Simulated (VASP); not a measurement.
Output of a VASP run:

OUTCAR:
```
 ion  position               nearest neighbor table
   1  0.000  0.000  0.000-   3 3.11   2 3.11   3 3.11   2 3.11   3 3.11   2 3.11   2 3.11   3 3.11
                             2 3.14   3 3.14
   2  0.335  0.335  0.000-   3 3.08   1 3.11   1 3.11   1 3.11   1 3.11   1 3.14   3 3.14   3 3.14
                             3 3.14   3 3.14
   3  0.665  0.665  0.000-   2 3.08   1 3.11   1 3.11   1 3.11   1 3.11   1 3.14   2 3.14   2 3.14
                             2 3.14   2 3.14
  LATTYP: Found a body centered tetragonal cell.
 ALAT       =     3.8262520000
 C/A-ratio  =     2.4475418765
 Subroutine PRICEL returns:
 Original cell was already a primitive cell.
 Subroutine GETGRP returns: Found 16 space group operations
The static configuration has the point symmetry D_4h.
The dynamic configuration has the point symmetry D_4h.
 Subroutine INISYM returns: Found 16 space group operations
 Subroutine IBZKPT returns following result:
 Found     40 irreducible k-points:

 Following reciprocal coordinates:
            Coordinates               Weight
  0.000000  0.000000  0.000000      1.000000
  0.142857  0.000000  0.000000      8.000000
  0.285714  0.000000 -0.000000      8.000000
  0.428571  0.000000 -0.000000      8.000000
  0.142857  0.142857  0.000000      8.000000
  0.285714  0.142857 -0.000000     16.000000
  0.428571  0.142857  0.000000     16.000000
 -0.428571  0.142857  0.000000     16.000000
 -0.285714  0.142857  0.000000     16.000000
 -0.142857  0.142857  0.000000      4.000000
  0.285714  0.285714 -0.000000      8.000000
  0.428571  0.285714 -0.000000     16.000000
 -0.428571  0.285714 -0.000000     16.000000
 -0.285714  0.285714  0.000000      4.000000
  0.428571  0.428571 -0.000000      8.000000
 -0.428571  0.428571  0.000000      4.000000
  0.142857  0.142857  0.142857      8.000000
  0.285714  0.142857  0.142857     16.000000
 -0.142857  0.142857  0.142857      4.000000
  0.285714  0.285714  0.142857      8.000000
  0.428571  0.285714  0.142857      8.000000
 -0.285714  0.285714  0.142857      8.000000
 -0.142857  0.285714  0.142857      8.000000
 -0.428571  0.428571  0.142857      8.000000
 -0.285714  0.428571  0.142857     16.000000
 -0.142857  0.428571  0.142857      8.000000
 -0.428571 -0.428571  0.142857      8.000000
 -0.285714 -0.428571  0.142857     16.000000
 -0.142857 -0.428571  0.142857      8.000000
 -0.285714 -0.285714  0.142857      8.000000
 -0.142857 -0.285714  0.142857      8.000000
 -0.142857 -0.142857  0.142857      2.000000
 -0.285714  0.285714  0.285714      4.000000
 -0.428571  0.428571  0.285714      8.000000
 -0.285714  0.428571  0.285714      8.000000
 -0.428571 -0.428571  0.285714      8.000000
 -0.285714 -0.428571  0.285714      8.000000
 -0.285714 -0.285714  0.285714      2.000000
 -0.428571  0.428571  0.428571      4.000000
 -0.428571 -0.428571  0.428571      2.000000
   k-points           NKPTS =     40   k-points in BZ     NKDIM =     40   number of bands    NBANDS=     20
   number of dos      NEDOS =    301   number of ions     NIONS =      3
   total plane-waves  NPLWV =  32768
   dimension x,y,z NGX =    32 NGY =   32 NGZ =   32
   dimension x,y,z NGXF=    64 NGYF=   64 NGZF=   64
   ions per type =               1   2
   PREC   = accura    normal or accurate (medium, high low for compatibility)
   ISTART =      0    job   : 0-new  1-cont  2-samecut
   ICHARG =      2    charge: 1-file 2-atom 10-const
   ISPIN  =      1    spin polarized calculation?
   LNONCOLLINEAR =      F non collinear calculations
   LSORBIT =      F    spin-orbit coupling
   INIWAV =      1    electr: 0-lowe 1-rand  2-diag
   ENCUT  =  300.0 eV  22.05 Ry    4.70 a.u.   7.64  7.64  7.64*2*pi/ulx,y,z
   NELM   =    100;   NELMIN=  2; NELMDL= -5     # of ELM steps
   EDIFF  = 0.1E-05   stopping-criterion for ELM
   LREAL  =      F    real-space projection
   NLSPLINE    = F    spline interpolate recip. space projectors
   LMAXMIX     =    6 max onsite mixed and CHGCAR
...
```

**OSZICAR**
```
       N       E                     dE             d eps       ncg     rms          rms(c)
DAV:   1     0.128299951819E+03    0.12830E+03   -0.13439E+04  1672   0.105E+03
DAV:   2    -0.197014342741E+02   -0.14800E+03   -0.14273E+03  1780   0.297E+02
DAV:   3    -0.287115836016E+02   -0.90101E+01   -0.82891E+01  2892   0.477E+01
DAV:   4    -0.289681820250E+02   -0.25660E+00   -0.24972E+00  2108   0.686E+00
DAV:   5    -0.289736970602E+02   -0.55150E-02   -0.55083E-02  2428   0.959E-01    0.600E+01
DAV:   6    -0.281878147221E+02    0.78588E+00   -0.92444E-01  1712   0.693E+00    0.346E+01
DAV:   7    -0.279835667140E+02    0.20425E+00   -0.12219E+00  1908   0.747E+00    0.296E+00
DAV:   8    -0.279712573144E+02    0.12309E-01   -0.10041E-01  2096   0.222E+00    0.782E-01
DAV:   9    -0.279698389263E+02    0.14184E-02   -0.15845E-02  2336   0.659E-01    0.428E-01
DAV:  10    -0.279694737502E+02    0.36518E-03   -0.17482E-03  2108   0.201E-01    0.130E-01
DAV:  11    -0.279694719684E+02    0.17818E-05   -0.86760E-05  2548   0.536E-02    0.114E-01
DAV:  12    -0.279694743103E+02   -0.23419E-05   -0.96752E-06  2020   0.174E-02    0.180E-02
DAV:  13    -0.279694752025E+02   -0.89219E-06   -0.49409E-07  1232   0.541E-03
   1 F= -.27969475E+02 E0= -.27966325E+02  d E =-.630052E-02
```

**OUTCAR**
```
------------------------ aborting loop because EDIFF is reached ----------------------------------------
  FORCE on cell =-STRESS in cart. coord.  units (eV):
  Direction    XX          YY          ZZ          XY          YZ          ZX
  --------------------------------------------------------------------------------------
  Total       -1.3208444     -1.3208444      0.1068413      0.0000000      0.0000000     -0.0000000
  in kB      -30.8703382    -30.8703382      2.4970591      0.0000000      0.0000000     -0.0000000
  external PRESSURE =     -19.7478724 kB  Pullay stress =       0.0000000 kB
  volume of cell :       68.55
      direct lattice vectors                 reciprocal lattice vectors
    -1.913126000  1.913126000  4.682456000     0.000000000  0.261352363  0.106781569
     1.913126000 -1.913126000  4.682456000     0.261352363  0.000000000  0.106781569
     1.913126000  1.913126000 -4.682456000     0.261352363  0.261352363  0.000000000
 POSITION                                       TOTAL-FORCE (eV/Angst)
 -----------------------------------------------------------------------------------
      0.00000      0.00000      0.00000        -0.000000     -0.000000      0.000000
      0.00000      0.00000      3.14005        -0.000000     -0.000000     -0.156606
      0.00000      0.00000      6.22486         0.000000      0.000000      0.156606
 -----------------------------------------------------------------------------------
    total drift:                                0.000000      0.000000     -0.000000
  FREE ENERGIE OF THE ION-ELECTRON SYSTEM (eV)
  ---------------------------------------------------
  free  energy   TOTEN  =       -27.9694752025 eV

  energy  without entropy=      -27.9631746810  energy(sigma->0) =      -27.96632494
```
(Selected blocks of OUTCAR.)

POSCAR:
```
Hf2Zr
1
   -1.9131260000     1.9131260000     4.6824560000
    1.9131260000    -1.9131260000     4.6824560000
    1.9131260000     1.9131260000    -4.6824560000
Zr Hf
1 2
Direct
  0.0000000000   0.0000000000   0.0000000000
  0.3353000000   0.3353000000   0.0000000000
  0.6647000000   0.6647000000   0.0000000000
```

Write an INCAR and KPOINTS that could have produced this output.

Several could match; the one computed here: the input of the run itself, PBE GGA, plane waves, VASP's PBE PAW potentials (set 64).

INCAR:
```
# general
SYSTEM   =  Hf2Zr
PREC     =  Accurate
ENCUT    =  300   # plane-wave cut-off (eV)
LREAL    =  .False.
LASPH    =  .True.   # aspherical one-centre terms

# electronic loop
EDIFF    =  1E-6   # SCF stop (eV)
NELM     =  100   # most electronic steps
ALGO     =  Normal   # blocked Davidson
LMAXMIX  =  6

# smearing
ISMEAR   =  0
SIGMA    =  0.05

# functional
GGA      =  PE

# ions
ISIF     =  2   # forces and stress, cell fixed

# output
LWAVE    =  .False.
LCHARG   =  .False.
```

KPOINTS:
```
Automatic mesh
0
Gamma
7 7 7
0 0 0
```

POTCAR, in this order: Zr_sv Hf_pv (PBE.64 set). Program: vasp_std.

At this cut-off the stress carries a Pulay error, which pulls relaxed volumes low.

The structure was generated: Hf2Zr was put into an ordered model structure, which need not be its known phase. The cell was not relaxed at this level, and its volume differs by -5.9 % from the start's. The k-mesh is coarse (spacing up to 0.33 per Å, 2π included), so the numbers may not be converged in it.
